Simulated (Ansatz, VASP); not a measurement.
## One calculation of TaWC2, two programs

File INCAR:

```
SYSTEM = TaWC2
ALGO = Normal ; EDIFF = 1E-7
ENCUT = 520 ; GGA = CA
ISIF = 2 ; ISMEAR = -1
LASPH = .True. ; LCHARG = .False.
LMAXMIX = 4 ; LREAL = .False.
LWAVE = .False. ; NELM = 100
PREC = Accurate ; SIGMA = 0.05
```

File KPOINTS:

```
k-points
0
Gamma
  7 7 7
  0 0 0
```

The input POSCAR:

```
TaWC2
1.0
    1.5718551461      0.9075109917      5.1016196719
   -1.5718551461      0.9075109917      5.1016196719
    0.0000000000     -1.8150219835      5.1016196719
W Ta C
1 1 2
Direct
    0.0000000000      0.0000000000      0.0000000000
    0.5000000000      0.5000000000      0.5000000000
    0.2509330000      0.2509330000      0.2509330000
    0.7490670000      0.7490670000      0.7490670000
```

The input KPOINTS_OPT:

```
path GLB1,BZGX,QFP1Z,LP
10
line-mode
reciprocal
 0.0000000000  0.0000000000  0.0000000000  G
 0.5000000000  0.0000000000  0.0000000000  L

 0.5000000000  0.0000000000  0.0000000000  L
 0.5000000000  0.1877624847 -0.1877624847  B1

 0.8122375153  0.5000000000  0.1877624847  B
 0.5000000000  0.5000000000  0.5000000000  Z

 0.5000000000  0.5000000000  0.5000000000  Z
 0.0000000000  0.0000000000  0.0000000000  G

 0.0000000000  0.0000000000  0.0000000000  G
 0.3438812424  0.0000000000 -0.3438812424  X

 0.6561187576  0.3438812424  0.0000000000  Q
 0.5000000000  0.5000000000  0.0000000000  F

 0.5000000000  0.5000000000  0.0000000000  F
 0.6561187576  0.6561187576  0.1877624847  P1

 0.6561187576  0.6561187576  0.1877624847  P1
 0.5000000000  0.5000000000  0.5000000000  Z

 0.5000000000  0.0000000000  0.0000000000  L
 0.8122375153  0.3438812424  0.3438812424  P
```

The input input.yaml:

```yaml
crystal:
  lattice:
    - [1.5718551461, 0.9075109917, 5.1016196719]
    - [-1.5718551461, 0.9075109917, 5.1016196719]
    - [0.0, -1.8150219835, 5.1016196719]
  atoms:
    - { symbol: W, position: [0.0, 0.0, 0.0] }
    - { symbol: Ta, position: [0.5, 0.5, 0.5] }
    - { symbol: C, position: [0.250933, 0.250933, 0.250933] }
    - { symbol: C, position: [0.749067, 0.749067, 0.749067] }
hamiltonian:
  xc: lda
  pseudopotentials: { kind: paw }
kpoints:
  mp_grid: { grid: [7, 7, 7] }
  band_path:
    path:
      - [[0.0, 0.0, 0.0], [0.5, 0.0, 0.0], [0.5, 0.1877624847, -0.1877624847]]
      - [[0.8122375153, 0.5, 0.1877624847], [0.5, 0.5, 0.5], [0.0, 0.0, 0.0], [0.3438812424, 0.0, -0.3438812424]]
      - [[0.6561187576, 0.3438812424, 0.0], [0.5, 0.5, 0.0], [0.6561187576, 0.6561187576, 0.1877624847], [0.5, 0.5, 0.5]]
      - [[0.5, 0.0, 0.0], [0.8122375153, 0.3438812424, 0.3438812424]]
    npoints: 14
scf:
  occupations: { method: fermi_dirac, width: 0.05 }
  n_extra_bands: 10
output:
  forces: true
  stress: true
  eigenvalues: true
  fatbands: true
```

The cell comes from a database or a generator and needn't be the stable form of this composition.

Alike in both runs: task band structure; functional LDA; k mesh 7 × 7 × 7; occupations fermi-dirac, width 0.05 eV; no spin polarisation.

|  | VASP | Ansatz |
| --- | --- | --- |
| version | VASP 6.6.1 | Ansatz 0.2.0 |
| potentials or method | VASP PAW LDA potentials, release 64 (W_sv, Ta_pv, C) | Ansatz PAW |
| plane-wave cutoff (eV) | 520 | 420 |
| valence electrons in the cell | 33 | 35 |

Ansatz gave:

```
gap on the k mesh at the Fermi level (eV)       : none
pressure (GPa)                                  : -16.6
largest component of the traceless stress (GPa) : 1.33
rms of the force components (eV/Å)              : 0.023
```

Problem. What did VASP give for the same quantities?

Solution. gap on the k mesh at the Fermi level (eV): none; pressure (GPa): -14.8; largest component of the traceless stress (GPa): 1.30; rms of the force components (eV/Å): 0.023.

Atom by atom the forces differ by 0.000 eV/Å (rms over components). A gap of «none» marks a metal or a gap that the smearing closes. The two sets of potentials don't hold the same shells in valence.

Caveats: spin-orbit coupling is left out, which moves the levels of the heavy elements; the bands computed are all filled at some k points, so no gap is given (VASP); the pressure holds a Pulay correction of +0.4 GPa for the finite cutoff (Ansatz); the PAW data sets come from PBE, with cores solved anew for the run's functional, which leaves a small shift of forces and pressure (Ansatz).
